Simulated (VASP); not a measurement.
Output of a VASP run:

**OSZICAR**
```
       N       E                     dE             d eps       ncg     rms          rms(c)
DAV:   1     0.355152725533E+02    0.35515E+02   -0.48580E+03  2320   0.866E+02
DAV:   2    -0.291983739105E+01   -0.38435E+02   -0.36521E+02  2224   0.180E+02
DAV:   3    -0.320512934987E+01   -0.28529E+00   -0.28520E+00  2480   0.191E+01
DAV:   4    -0.320582438020E+01   -0.69503E-03   -0.69470E-03  2372   0.886E-01
DAV:   5    -0.320583039544E+01   -0.60152E-05   -0.60122E-05  2379   0.771E-02    0.491E+00
DAV:   6    -0.292316723778E+01    0.28266E+00   -0.14038E+00  2206   0.125E+01    0.301E+00
DAV:   7    -0.291424652491E+01    0.89207E-02   -0.94522E-03  2289   0.998E-01    0.171E+00
DAV:   8    -0.291052365906E+01    0.37229E-02   -0.10255E-03  2205   0.288E-01    0.597E-02
DAV:   9    -0.291053126951E+01   -0.76104E-05   -0.12717E-05  2427   0.327E-02    0.100E-02
DAV:  10    -0.291053452026E+01   -0.32507E-05   -0.26054E-06  2286   0.171E-02    0.493E-03
DAV:  11    -0.291053403803E+01    0.48223E-06   -0.10101E-07  1381   0.338E-03    0.401E-04
DAV:  12    -0.291053400503E+01    0.33004E-07   -0.76072E-09  1108   0.867E-04
   1 F= -.29105340E+01 E0= -.29105340E+01  d E =0.000000E+00
```

**OUTCAR**
```
------------------------ aborting loop because EDIFF is reached ----------------------------------------
  FORCE on cell =-STRESS in cart. coord.  units (eV):
  Direction    XX          YY          ZZ          XY          YZ          ZX
  --------------------------------------------------------------------------------------
  Total       -0.0068114     -0.0068114     -0.0068114     -0.0000000      0.0000000     -0.0000000
  in kB       -0.5671477     -0.5671477     -0.5671477     -0.0000000      0.0000000     -0.0000000
  external PRESSURE =      -0.5671477 kB  Pullay stress =       0.0000000 kB
  volume of cell :       19.24
      direct lattice vectors                 reciprocal lattice vectors
     2.679678149  0.000000000  0.000000000     0.373179145  0.000000000  0.000000000
     0.000000000  2.679678149  0.000000000     0.000000000  0.373179145  0.000000000
     0.000000000  0.000000000  2.679678149     0.000000000  0.000000000  0.373179145
 POSITION                                       TOTAL-FORCE (eV/Angst)
 -----------------------------------------------------------------------------------
      0.00000      0.00000      0.00000         0.000000      0.000000      0.000000
 -----------------------------------------------------------------------------------
    total drift:                                0.000000      0.000000     -0.000000
  FREE ENERGIE OF THE ION-ELECTRON SYSTEM (eV)
  ---------------------------------------------------
  free  energy   TOTEN  =        -2.9105340050 eV

  energy  without entropy=       -2.9105340050  energy(sigma->0) =       -2.91053401

 total charge

# of ion       s       p       d       tot
------------------------------------------
    1        0.447   0.266   9.173   9.885
```
(Selected blocks of OUTCAR.)

**POSCAR**
```
Ag
1
    2.6796781493    -0.0000000000    -0.0000000000
   -0.0000000000     2.6796781493    -0.0000000000
    0.0000000000     0.0000000000     2.6796781493
Ag
1
Direct
  0.0000000000   0.0000000000   0.0000000000
```

Problem. Reconstruct the remaining input files.

Solution. One answer among several that fit: the input of the run itself, PBEsol GGA, plane waves, VASP's PBE PAW potentials (set 64).

### INCAR
```
SYSTEM=Ag
PREC=Accurate; ENCUT=400; LREAL=.FALSE.
LASPH=.TRUE.
EDIFF=1E-7; NELM=100; ALGO=Normal
LMAXMIX=4
ISMEAR=-5
GGA=PS
ISIF=2
LWAVE=.FALSE.; LCHARG=.TRUE.; LORBIT=11
NEDOS=601
```

**KPOINTS**
```
Automatic mesh
0
Gamma
15 15 15
0 0 0
```

POTCAR, in this order: Ag (PBE.64 set). Program: vasp_std.

For a metal the tetrahedron method with Blöchl corrections gives inexact stress and forces.

The structure was generated: Ag was put into the simple-cubic type (Pm-3m), which need not be its known phase. It was relaxed first.
